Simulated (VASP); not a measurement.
Input:

```
CELL_PARAMETERS angstrom
     -1.57135     2.23844     3.47838
      1.57135    -2.23844     3.47838
      1.57135     2.23844    -3.47838
ATOMIC_POSITIONS crystal
  Ni 0.00000 0.00000 0.00000
  B  0.70381 0.50000 0.20381
  B  0.29619 0.50000 0.79619
  W  0.70059 0.20059 0.50000
  W  0.29941 0.79941 0.50000
```

Calculation: LDA (Ceperley-Alder, Perdew-Zunger), VASP's LDA PAW potentials (set 64) (plane waves; VASP). Run with 400 eV cut-off, 8×8×8 Γ-centred mesh, Fermi-Dirac smearing of 0.10 eV, potentials Ni B W_sv.

At this cut-off the stress carries a Pulay error, which pulls relaxed volumes low. Unless said otherwise, spin-orbit coupling is left out, though it shifts the bands of the heavy elements here.

Task: Estimate the energy per atom (σ→0), pressure, largest force, band gap (on the k-mesh) with the smallest direct gap where there is one.

Result: 
```
Quantity                                                     Value
------------------------  ----------------------------------------
band gap (on the k-mesh)  none (metal, semimetal or under 0.01 eV)
energy per atom (σ→0)                              -10.442 eV/atom
pressure                                                  8.47 GPa
largest force                                           0.151 eV/Å
```

Only differences to runs with the same potentials and settings are physical.

The structure comes from a computed database's NiW2B2 entry; how it stands against other phases isn't given here. The cell was not relaxed at this level. The k-mesh is coarse (spacing up to 0.31 per Å, 2π included), so the numbers may not be converged in it. The run is not spin-polarised, so no magnetic state was tried.
